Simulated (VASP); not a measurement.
Given:

```
C
1.0
    1.25255    -2.16948     0.00000
    1.25255     2.16948     0.00000
    0.00000     0.00000     6.77889
C
4
Direct
  0.00000   0.00000   0.25000
  0.00000   0.00000   0.75000
  0.33333   0.66667   0.25000
  0.66667   0.33333   0.75000
```

Calculation: r2SCAN+rVV10, VASP's PBE PAW potentials (set 64) (plane waves; VASP). Numerical set-up: 520 eV cut-off, 10×10×4 Γ-centred mesh, Gaussian smearing of 0.050 eV, potentials C.

Q: The ions and cell shape at fixed volume are relaxed. What does this cell relax into?

A: 
```
C
1.0
    1.23035    -2.13102     0.00000
    1.23035     2.13102     0.00000
    0.00000     0.00000     7.02578
C
4
Direct
  0.00000   0.00000   0.25000
  0.00000   0.00000   0.75000
  0.33333   0.66667   0.25000
  0.66667   0.33333   0.75000
```
Space group P6_3/mmc (194), at a tolerance of 0.03 Å.

Q: How much energy does the relaxation gain?

A: The energy (σ→0) changes by -23.0 meV/atom, in 3 ionic steps.

| step | E(σ→0) (eV) | max force (eV/Å) | pressure (GPa) | volume (Å³) |
|---|---|---|---|---|
| 1 | -39.3375 | 0.000 | -15.13 | 36.84 |
| 2 | -39.4279 | 0.000 | 0.32 | 36.84 |
| 3 | -39.4295 | 0.000 | -1.57 | 36.84 |

The compound is C in the graphite structure. This cell is one point of a volume scan, at 1.06 of the reference volume. Symmetry was kept, so distortions that lower it aren't found.
